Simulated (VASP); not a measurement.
Here is the system:

```xyz
4
Lattice="3.2300 0.0000 0.0000 -1.6150 2.7973 0.0000 0.0000 0.0000 5.7145" Properties=species:S:1:pos:R:3 pbc="T T T"
Hf     0.0000     0.0000     0.0000
Hf     0.0000     0.0000     2.8572
C      0.0000     1.8648     1.4286
C      1.6150     0.9324     4.2859
```

Computed with PBEsol GGA, VASP's PBE PAW potentials (set 64) (plane waves; VASP 6.6.1). Run with 520 eV cut-off, 12×12×6 Γ-centred mesh, tetrahedra with Blöchl corrections, potentials Hf_pv C.

The cores are frozen, which limits the accuracy of field gradients.

Q: Give the principal components of the electric field gradient (V/Å²) and the asymmetry η at each nucleus.

A: 
```csv
atom,Vxx,Vyy,Vzz,η
Hf1,97.7,97.7,-195.4,0.00
Hf2,97.7,97.7,-195.4,0.00
C3,-0.1,-0.1,0.2,-
C4,-0.1,-0.1,0.2,-
```

The structure was generated: HfC was put into the NiAs type type (P6_3/mmc), which need not be its known phase. It was relaxed first, which changed the volume by -33 %.
